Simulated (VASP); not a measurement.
Data:

```
NiSb
1.0
    1.96064    -3.39593     0.00000
    1.96064     3.39593     0.00000
    0.00000     0.00000     5.10237
Ni Sb
2 2
Direct
  0.00000   0.00000   0.50000
  0.00000   0.00000   0.00000
  0.33333   0.66667   0.25000
  0.66667   0.33333   0.75000
```

Computed with r2SCAN+rVV10, VASP's PBE PAW potentials (set 64) (plane waves; VASP). Settings: 520 eV cut-off, 10×10×7 Γ-centred mesh, tetrahedra with Blöchl corrections, potentials Ni Sb.

Unless said otherwise, spin-orbit coupling is left out, though it shifts the bands of the heavy elements here.

Question: Predict the energy per atom (σ→0), band gap (over mesh and band path) with the smallest direct gap where there is one.

Answer: 
```
Property                                                               Value
----------------------------------  ----------------------------------------
band gap (over mesh and band path)  none (metal, semimetal or under 0.01 eV)
energy per atom (σ→0)                                -1823.8 kJ/mol of atoms
```

Total energies compare only between runs with the same potentials, cut-off and functional.

The compound is NiSb in the NiAs type structure. It was relaxed first. The run is not spin-polarised, so no magnetic state was tried.
